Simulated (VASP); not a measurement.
```xyz
1
Lattice="0.0000 1.9772 1.9576 1.9576 0.0000 1.9576 1.9576 1.9772 0.0000" Properties=species:S:1:pos:R:3 pbc="T T T"
Pt     0.0000     0.0000     0.0000
```

The numbers are results of PBEsol GGA, VASP's PBE PAW potentials (set 64) (plane waves; VASP 6.6.1), not measurements. Settings: 480 eV cut-off, 14×14×14 Γ-centred mesh, first-order Methfessel-Paxton smearing of 0.10 eV, potentials Pt.

Problem. Give the stress tensor in GPa (positive for a compressed cell).

Solution. 
```
-2.34   0.00   0.00
 0.00  -3.63   0.00
 0.00   0.00  -2.34
```
The pressure is its mean diagonal, -2.77 GPa.

The compound is Pt in the fcc structure. This cell was strained or had an atom moved on purpose.
